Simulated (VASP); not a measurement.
Given:

```xyz
2
Lattice="2.8367 0.0000 0.0000 0.0000 2.8367 0.0000 0.0000 0.0000 2.8367" Properties=species:S:1:pos:R:3 pbc="T T T"
Cr     0.0000     0.0000     0.0000
Cr     1.4184     1.4184     1.4184
```

These are AM05 GGA, VASP's PBE PAW potentials (set 64) (plane waves; VASP 6.6.1) values and carry that method's errors. Numerical set-up: 520 eV cut-off, 13×13×13 Γ-centred mesh, first-order Methfessel-Paxton smearing of 0.10 eV, potentials Cr_pv.

Give the stress tensor in GPa (positive for a compressed cell).

```
-7.58   0.00   0.00
 0.00  -7.58   0.00
 0.00   0.00  -7.58
```
The pressure is its mean diagonal, -7.58 GPa.

The compound is Cr in the bcc, AFM order structure. This cell is one point of a volume scan, at 1.03 of the reference volume. The run is not spin-polarised, so no magnetic state was tried.
